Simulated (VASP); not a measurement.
VASP ran on this input.

File POSCAR:
```
LaP
1.0
  3.5766606746   0.0000000000   0.0000000000
  0.0000000000   3.5766606746   0.0000000000
  0.0000000000   0.0000000000   3.5766606746
La P
1 1
Direct
  0.0000000000   0.0000000000   0.0000000000
  0.5000000000   0.5000000000   0.5000000000
```

**INCAR**
```
SYSTEM = LaP
PREC = Accurate; ENCUT = 480; LREAL = .FALSE.
LASPH = .TRUE.
EDIFF = 1E-7; NELM = 100; ALGO = Normal
LMAXMIX = 6; LMIXTAU = .TRUE.
ISMEAR = 1; SIGMA = 0.1
METAGGA = R2SCAN
IBRION = 2; NSW = 40; ISIF = 3
EDIFFG = -0.01; PSTRESS = 50
LWAVE = .FALSE.; LCHARG = .FALSE.
```

**KPOINTS**
```
Automatic mesh
0
Gamma
  10 10 10
0 0 0
```

POTCAR, in this order: La P (PBE.64 set). Program: vasp_std.

**Question.** Translate this r2SCAN calculation to Ansatz.

**Answer.** One equivalent input (not run):
Ansatz 0.2 input:
```yaml
crystal:
  lattice:
    - [3.5766607, 0.0000000, 0.0000000]
    - [0.0000000, 3.5766607, 0.0000000]
    - [0.0000000, 0.0000000, 3.5766607]
  atoms:
    - { symbol: La, position: [0.0000000, 0.0000000, 0.0000000] }
    - { symbol: P, position: [0.5000000, 0.5000000, 0.5000000] }
kpoints:
  mp_grid: { grid: [10, 10, 10] }
hamiltonian:
  xc: r2scan
  pseudopotentials: { kind: paw }
scf:
  occupations: { method: methfessel_paxton, width: 0.1 }
  max_iter: 100
relax:
  max_steps: 40
  f_tol: 0.01
  cell: { p_target: 5 }
output: { forces: true, stress: true, eigenvalues: true }
```
Limits of the translation: each code has its own PAW files, so the cut-off isn't converted (ENCUT is set for VASP's; basis.ecutwfc is left out, and Ansatz then takes the one that its files recommend); Ansatz stops its SCF on the density residual and VASP on the energy change (EDIFF).

The structure was generated: LaP was put into the CsCl type (Pm-3m), which need not be its known phase. It was relaxed first under an external pressure of 5 GPa.
